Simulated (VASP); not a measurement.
Method: PBE GGA with D3 dispersion (zero damping), VASP's PBE PAW potentials (set 64) (plane waves; VASP 6.6.1).

Input for VASP

File KPOINTS:
```
kpoints
0
Gamma
  12 12 12
```

**POSCAR**
```
ZrC
1
    0.0000000000     2.3500000000     2.3500000000
    2.3500000000     0.0000000000     2.3500000000
    2.3500000000     2.3500000000     0.0000000000
Zr C
1 1
Direct
  0.0000000000   0.0000000000   0.0000000000
  0.5000000000   0.5000000000   0.5000000000
```

**INCAR**
```
LMAXMIX=4   # l cut-off of mixed one-centre charges
LREAL=.FALSE.   # projection in real space or not
GGA=PE   # PBE
IVDW=11   # D3, zero damping
EDIFFG=-0.01
ISIF=3   # ions, shape and volume
SYSTEM=ZrC
NSW=60   # most ionic steps
LASPH=.TRUE.   # aspherical one-centre terms
SIGMA=0.1
IBRION=2   # conjugate gradients
ENCUT=520
PREC=Accurate
EDIFF=1E-6   # SCF stop (eV)
ISMEAR=1   # Methfessel-Paxton
LCHARG=.FALSE.
NELM=100   # most electronic steps
LWAVE=.FALSE.
ALGO=Normal   # blocked Davidson
```

POTCAR, in this order: Zr_sv C (PBE.64 set). Program: vasp_std.

What VASP printed:

**OSZICAR**
```
       N       E                     dE             d eps       ncg     rms          rms(c)
DAV:   1     0.111719898444E+03    0.11172E+03   -0.90272E+03  1728   0.135E+03
DAV:   2    -0.169101465416E+02   -0.12863E+03   -0.12119E+03  2024   0.335E+02
DAV:   3    -0.227179468166E+02   -0.58078E+01   -0.56740E+01  2540   0.644E+01
DAV:   4    -0.229251132885E+02   -0.20717E+00   -0.20705E+00  2236   0.115E+01
DAV:   5    -0.229306826411E+02   -0.55694E-02   -0.55691E-02  2484   0.158E+00    0.212E+01
DAV:   6    -0.196024678177E+02    0.33282E+01   -0.16594E+01  1940   0.284E+01    0.810E+00
DAV:   7    -0.194709140639E+02    0.13155E+00   -0.76980E-01  2004   0.706E+00    0.591E+00
DAV:   8    -0.194635630181E+02    0.73510E-02   -0.13866E-01  1860   0.353E+00    0.143E+00
DAV:   9    -0.194594957607E+02    0.40673E-02   -0.30354E-02  2148   0.118E+00    0.463E-01
DAV:  10    -0.194598186377E+02   -0.32288E-03   -0.19875E-03  1964   0.575E-01    0.346E-01
DAV:  11    -0.194596472810E+02    0.17136E-03   -0.64801E-04  1928   0.208E-01    0.171E-02
DAV:  12    -0.194596457849E+02    0.14962E-05   -0.11378E-05  2584   0.382E-02    0.112E-02
DAV:  13    -0.194596454429E+02    0.34192E-06   -0.27078E-07  1124   0.586E-03
   1 F= -.20026586E+02 E0= -.20026475E+02  d E =-.200266E+02
       N       E                     dE             d eps       ncg     rms          rms(c)
DAV:   1    -0.195294603663E+02   -0.69815E-01   -0.33832E+00  1752   0.214E+01    0.415E+00
DAV:   2    -0.194443893323E+02    0.85071E-01   -0.20312E-01  1740   0.567E+00    0.122E+00
DAV:   3    -0.194286554411E+02    0.15734E-01   -0.94013E-02  2468   0.261E+00    0.471E-01
DAV:   4    -0.194308224021E+02   -0.21670E-02   -0.22532E-03  2120   0.419E-01    0.304E-01
DAV:   5    -0.194327811002E+02   -0.19587E-02   -0.46370E-03  2636   0.363E-01    0.595E-02
DAV:   6    -0.194328065950E+02   -0.25495E-04   -0.46150E-05  1908   0.572E-02    0.502E-02
DAV:   7    -0.194328297414E+02   -0.23146E-04   -0.24328E-05  2336   0.545E-02    0.146E-02
DAV:   8    -0.194328279790E+02    0.17624E-05   -0.16961E-06  1588   0.136E-02    0.560E-03
DAV:   9    -0.194328295496E+02   -0.15705E-05   -0.84891E-07   956   0.131E-02    0.442E-03
DAV:  10    -0.194328294084E+02    0.14117E-06   -0.98451E-08   928   0.412E-03
   2 F= -.20021884E+02 E0= -.20021728E+02  d E =0.470197E-02
       N       E                     dE             d eps       ncg     rms          rms(c)
DAV:   1    -0.194900239802E+02   -0.57194E-01   -0.12974E+00  1756   0.134E+01    0.253E+00
DAV:   2    -0.194592196996E+02    0.30804E-01   -0.89117E-02  1768   0.371E+00    0.766E-01
DAV:   3    -0.194525597673E+02    0.66599E-02   -0.31474E-02  2360   0.152E+00    0.241E-01
DAV:   4    -0.194533153600E+02   -0.75559E-03   -0.12987E-03  2512   0.302E-01    0.193E-01
DAV:   5    -0.194539796913E+02   -0.66433E-03   -0.87642E-04  2804   0.174E-01    0.260E-02
DAV:   6    -0.194540155514E+02   -0.35860E-04   -0.10155E-04  2636   0.837E-02    0.215E-02
DAV:   7    -0.194540156437E+02   -0.92321E-07   -0.76563E-06  2128   0.362E-02
   3 F= -.20029211E+02 E0= -.20029082E+02  d E =-.262502E-02
```

### OUTCAR
```
------------------------ aborting loop because EDIFF is reached ----------------------------------------
 Edisp (eV)   -0.57520
  FORCE on cell =-STRESS in cart. coord.  units (eV):
  Direction    XX          YY          ZZ          XY          YZ          ZX
  --------------------------------------------------------------------------------------
  Total      -0.00278    -0.00278    -0.00278     0.00000    -0.00000     0.00000
  in kB      -0.17387    -0.17387    -0.17387     0.00000    -0.00000     0.00000
  external pressure =       -0.17 kB  Pullay stress =        0.00 kB
  volume of cell :       25.65
      direct lattice vectors                 reciprocal lattice vectors
     0.000000000  2.340698961  2.340698961    -0.213611408  0.213611408  0.213611408
     2.340698961  0.000000000  2.340698961     0.213611408 -0.213611408  0.213611408
     2.340698961  2.340698961 -0.000000000     0.213611408  0.213611408 -0.213611408
 POSITION                                       TOTAL-FORCE (eV/Angst)
 -----------------------------------------------------------------------------------
      0.00000      0.00000      0.00000        -0.000000     -0.000000     -0.000000
      2.34070      2.34070      2.34070         0.000000      0.000000      0.000000
 -----------------------------------------------------------------------------------
    total drift:                                0.000000      0.000000      0.000000
  FREE ENERGIE OF THE ION-ELECTRON SYSTEM (eV)
  ---------------------------------------------------
  free  energy   TOTEN  =       -20.0292107516 eV

  energy  without entropy=      -20.0288240810  energy(sigma->0) =      -20.02908186

 reached required accuracy - stopping structural energy minimisation
```
(Selected blocks of OUTCAR.)

**CONTCAR**
```
ZrC
   1.00000000000000
     0.0000000000000000    2.3406989605708719    2.3406989605708719
     2.3406989605708719    0.0000000000000000    2.3406989605708719
     2.3406989605708719    2.3406989605708719   -0.0000000000000000
  Zr              C
     1     1
Direct
     0.0000000000000000    0.0000000000000000    0.0000000000000000
     0.5000000000000000    0.5000000000000000    0.5000000000000000
```

The compound is ZrC in the rock salt structure. This run relaxes it. Symmetry was kept, so distortions that lower it aren't found.
